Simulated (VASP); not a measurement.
Data:

```yaml
crystal:
  lattice:
    - [0.00000, 3.04036, 3.04036]
    - [3.04036, 0.00000, 3.04036]
    - [3.04036, 3.04036, 0.00000]
  atoms:
    - { symbol: Cu, position: [0.00000, 0.00000, 0.00000] }
    - { symbol: I, position: [0.25000, 0.25000, 0.25000] }
```

Computed with PBE GGA, VASP's PBE PAW potentials (set 64) (plane waves; VASP 6.6.1). Run with 520 eV cut-off, Gaussian smearing of 0.050 eV, potentials Cu I.

Unless said otherwise, spin-orbit coupling is left out, though it shifts the bands of the heavy elements here.

**Question.** Give the energies of bands 2 to 12 at the high-symmetry points, in eV from the valence-band maximum.

**Answer.** 
| band | Γ | X | U | L | W |
|---|---|---|---|---|---|
| 2 | -3.60 | -5.51 | -5.21 | -5.53 | -5.06 |
| 3 | -3.60 | -3.71 | -4.35 | -3.58 | -4.48 |
| 4 | -3.60 | -3.71 | -3.65 | -3.58 | -3.80 |
| 5 | -1.81 | -1.84 | -1.94 | -1.79 | -1.88 |
| 6 | -1.81 | -1.76 | -1.79 | -1.79 | -1.86 |
| 7 | 0.00 | -1.73 | -1.68 | -1.74 | -1.73 |
| 8 | 0.00 | -1.47 | -1.48 | -0.69 | -1.57 |
| 9 | 0.00 | -1.47 | -1.22 | -0.69 | -1.23 |
| 10 | 1.12 | 2.73 | 3.10 | 2.15 | 4.46 |
| 11 | 4.88 | 2.91 | 4.61 | 5.41 | 4.65 |
| 12 | 4.88 | 9.13 | 7.50 | 5.41 | 6.01 |

The gap is direct, 1.12 eV, from the valence maximum at Γ to the conduction minimum at Γ.

Measured: gap 3.12 eV (computed value off by -2.00 eV), as given by Abedi et al., (2022), arXiv:2211.14644.

The compound is CuI in the zinc blende structure. It was relaxed first.
